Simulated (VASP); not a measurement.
OSZICAR of a VASP run on In2W (space group Fd-3m):

OSZICAR:
```
       N       E                     dE             d eps       ncg     rms          rms(c)
DAV:   1     0.786972036165E+03    0.78697E+03   -0.31291E+04   408   0.159E+03
DAV:   2     0.502487930299E+02   -0.73672E+03   -0.72137E+03   384   0.489E+02
DAV:   3    -0.248008914984E+02   -0.75050E+02   -0.72244E+02   440   0.176E+02
DAV:   4    -0.293648852335E+02   -0.45640E+01   -0.38595E+01   520   0.393E+01
DAV:   5    -0.295416666563E+02   -0.17678E+00   -0.17489E+00   592   0.587E+00    0.132E+01
DAV:   6    -0.282661371827E+02    0.12755E+01   -0.23027E+01   480   0.145E+01    0.681E+00
DAV:   7    -0.268521616229E+02    0.14140E+01   -0.65663E+00   488   0.985E+00    0.386E+00
DAV:   8    -0.267787360251E+02    0.73426E-01   -0.82817E-01   432   0.385E+00    0.134E+00
DAV:   9    -0.267535469689E+02    0.25189E-01   -0.17770E-01   472   0.144E+00    0.536E-01
DAV:  10    -0.267497668705E+02    0.37801E-02   -0.31841E-02   512   0.950E-01    0.311E-01
DAV:  11    -0.267483053487E+02    0.14615E-02   -0.55999E-03   480   0.330E-01    0.933E-02
DAV:  12    -0.267482750688E+02    0.30280E-04   -0.40557E-04   552   0.114E-01    0.393E-02
DAV:  13    -0.267482886726E+02   -0.13604E-04   -0.51407E-05   504   0.285E-02    0.317E-02
DAV:  14    -0.267482733683E+02    0.15304E-04   -0.30899E-05   408   0.169E-02    0.889E-03
DAV:  15    -0.267482733009E+02    0.67308E-07   -0.17729E-06   352   0.687E-03
   1 F= -.26748273E+02 E0= -.26739900E+02  d E =-.167464E-01
```

Q: Which electronic solver shows in the log?

A: It is blocked Davidson (ALGO = Normal, or the opening steps of other solvers). The INCAR had ALGO = Normal.

Q: Can the final energy be trusted as converged?

A: Self-consistency was reached. It stopped with EDIFF = 1E-6, NELM = 100 (PBE GGA, plane waves, VASP's PBE PAW potentials (set 64)).

The structure was generated: In2W was put into an ordered model structure, which need not be its known phase. The cell was not relaxed at this level, and its volume differs by -5.9 % from the start's. The k-mesh is coarse (spacing up to 0.43 per Å, 2π included), so the numbers may not be converged in it.
